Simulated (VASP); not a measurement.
Br2Si: single point with PBE

The system is Br2Si, in a box.

```
CELL_PARAMETERS angstrom
11.00000 0.00000 0.00000
0.00000 13.00000 0.00000
0.00000 0.00000 11.00000
ATOMIC_POSITIONS crystal
Br 0.58316 0.62243 0.55160
Br 0.47354 0.38195 0.45791
Si 0.42142 0.55087 0.45627
```

The cell isn't the ideal one: atoms moved at random, drawn with an rms of 0.05 Å.

* Program: VASP 6.6.1
* Task: single point
* Functional: PBE
* Potentials or basis: VASP PAW PBE potentials, release 64 (Br, Si)
* Cutoff: 520 eV
* k mesh: 1 × 1 × 1
* Occupations: gaussian, width 0.01 eV
* Spin: no spin polarisation
* Further INCAR settings: ALGO = Normal; EDIFF = 1e-06

* Largest force: 0.087 eV/Å
* Gap between the frontier levels: 2.73 eV

Forces on the atoms (eV/Å):
```
Br   0.006  0.072  0.013
Br  -0.055 -0.002 -0.029
Si   0.049 -0.070  0.017
```

Levels at points of the mesh, in eV from the valence-band top:
| k point | band 6 | band 7 | band 8 | band 9 | band 10 | band 11 | band 12 | band 13 |
| --- | --- | --- | --- | --- | --- | --- | --- | --- |
| (0.00, 0.00, 0.00) | -1.76 | -1.04 | -0.59 | 0.00 | 2.73 | 5.12 | 5.18 | 5.90 |

It took 110 s on 1 thread of Intel(R) Xeon(R) Platinum 8488C (Sapphire Rapids), with other jobs on the host, peak memory 1.1 GiB.
